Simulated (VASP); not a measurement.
An input for Quantum ESPRESSO's pw.x (written as the equivalent of a VASP run, and not itself run):

```
&CONTROL
  calculation = 'scf'
  pseudo_dir = './pseudo'
  outdir = './out'
  tprnfor = .true.
  tstress = .true.
/
&SYSTEM
  ibrav = 0
  nat = 2
  ntyp = 2
  ecutwfc = 84
  occupations = 'smearing'
  smearing = 'gaussian'
  degauss = 0.003675
  input_dft = 'vdw-df2'
/
&ELECTRONS
  conv_thr = 7.3e-09
  electron_maxstep = 100
/
ATOMIC_SPECIES
  Li 6.940 Li.upf
  F 18.998 F.upf
CELL_PARAMETERS angstrom
     0.0000000    2.0326262    2.0326262
     2.0326262    0.0000000    2.0326262
     2.0326262    2.0326262    0.0000000
ATOMIC_POSITIONS crystal
  Li   0.0000000  0.0000000  0.0000000
  F    0.5000000  0.5000000  0.5000000
K_POINTS automatic
  11 11 11 0 0 0
```

Question: Translate this input to VASP (INCAR, KPOINTS, POSCAR, choice of POTCAR).

Answer: Several could match; the one computed here: 
### POSCAR
```
LiF
1
    0.0000000000     2.0326261979     2.0326261979
    2.0326261979     0.0000000000     2.0326261979
    2.0326261979     2.0326261979     0.0000000000
Li F
1 1
Direct
  0.0000000000   0.0000000000   0.0000000000
  0.5000000000   0.5000000000   0.5000000000
```

File KPOINTS:
```
Automatic mesh
0
Gamma
11 11 11
0 0 0
```

**INCAR**
```
SYSTEM = LiF
PREC = Accurate; ENCUT = 520; LREAL = .FALSE.
LASPH = .TRUE.
EDIFF = 1E-7; NELM = 100; ALGO = Normal
ISMEAR = 0; SIGMA = 0.05
GGA = ML; LUSE_VDW = .TRUE.; AGGAC = 0.0
ZAB_VDW = -1.8867
ISIF = 2
LWAVE = .FALSE.; LCHARG = .FALSE.
```

POTCAR, in this order: Li_sv F (PBE.64 set). Program: vasp_std.

The two are equivalent in intent, not identical: the potentials are each code's own (VASP's PAW set, PseudoDojo norm-conserving files in pw.x), so ENCUT and ecutwfc are chosen apart and not converted; conv_thr bounds pw.x's estimated SCF error, while EDIFF bounds the energy change between steps.

The compound is LiF in the rock salt structure. It was relaxed first.
